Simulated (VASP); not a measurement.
An input for Ansatz (written as the equivalent of a VASP run, and not itself run):

Ansatz 0.2 input:
```yaml
crystal:
  lattice:
    - [-2.5100000, 2.5100000, 2.5100000]
    - [2.5100000, -2.5100000, 2.5100000]
    - [2.5100000, 2.5100000, -2.5100000]
  atoms:
    - { symbol: Ba, position: [0.0000000, 0.0000000, 0.0000000] }
kpoints:
  mp_grid: { grid: [9, 9, 9] }
hamiltonian:
  xc: r2scan
  dispersion: rvv10
  pseudopotentials: { kind: paw }
scf:
  occupations: { method: methfessel_paxton, width: 0.1 }
  max_iter: 100
relax:
  max_steps: 60
  f_tol: 0.01
  cell: {}
output: { forces: true, stress: true, eigenvalues: true }
```

Q: Write the VASP files for the same calculation (r2SCAN+rVV10).

A: Several could match; the one computed here: 
### INCAR
```
SYSTEM = Ba
PREC = Accurate
ENCUT = 520
EDIFF = 1E-6
NELM = 100
ALGO = Normal
LREAL = .FALSE.
LASPH = .TRUE.
ISMEAR = 1
SIGMA = 0.1
METAGGA = R2SCAN
LUSE_VDW = .TRUE.
BPARAM = 11.95
CPARAM = 0.0093
LMIXTAU = .TRUE.
LMAXMIX = 4
LWAVE = .FALSE.
LCHARG = .FALSE.
IBRION = 2
ISIF = 3
NSW = 60
EDIFFG = -0.01
```

### POSCAR
```
Ba
1
   -2.5100000000     2.5100000000     2.5100000000
    2.5100000000    -2.5100000000     2.5100000000
    2.5100000000     2.5100000000    -2.5100000000
Ba
1
Direct
  0.0000000000   0.0000000000   0.0000000000
```

**KPOINTS**
```
Automatic mesh
0
Gamma
9 9 9
0 0 0
```

POTCAR, in this order: Ba_sv (PBE.64 set). Program: vasp_std.

What does not carry over: each code has its own PAW files, so the cut-off isn't converted (ENCUT is set for VASP's; basis.ecutwfc is left out, and Ansatz then takes the one that its files recommend); Ansatz stops its SCF on the density residual and VASP on the energy change (EDIFF).

The compound is Ba in the bcc structure. This run relaxes it. Symmetry was kept, so distortions that lower it aren't found.
